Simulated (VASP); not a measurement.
Data:

```xyz
2
Lattice="2.7216 0.0000 0.0000 0.0000 2.7216 0.0000 0.0000 0.0000 3.7731" Properties=species:S:1:pos:R:3 pbc="T T T"
Fe     0.0000     0.0000     0.0000
Pt     1.3608     1.3608     1.8865
```
Starting moments (μB, in the order of the record's atoms Fe Pt): 2.9 0.3.

Level of theory: PBE GGA, VASP's PBE PAW potentials (set 64) (plane waves; VASP). Run with 500 eV cut-off, 13×13×10 Γ-centred mesh, first-order Methfessel-Paxton smearing of 0.10 eV, potentials Fe Pt.

Energy and stress use the plane-wave basis of the starting cell.

Task: The ions, cell shape and volume at an external pressure of 5.0 GPa are relaxed. Give the cell that the relaxation ends in.

Result: 
```xyz
2
Lattice="2.7015 0.0000 0.0000 0.0000 2.7015 0.0000 0.0000 0.0000 3.7446" Properties=species:S:1:pos:R:3 pbc="T T T"
Fe     0.0000     0.0000     0.0000
Pt     1.3507     1.3507     1.8723
```
Space group P4/mmm (123), at a tolerance of 0.03 Å. The cell ends with 3.23 μB, on the sites 2.88 0.32 μB.

Task: How do energy and volume change from the first to the last step?

Result: The energy (σ→0) changes by +4.8 meV/atom and the volume by -2.2 %, in 3 ionic steps.

The compound is FePt in the L1_0 structure. This run relaxes it under an external pressure of 5 GPa. Symmetry was kept, so distortions that lower it aren't found.
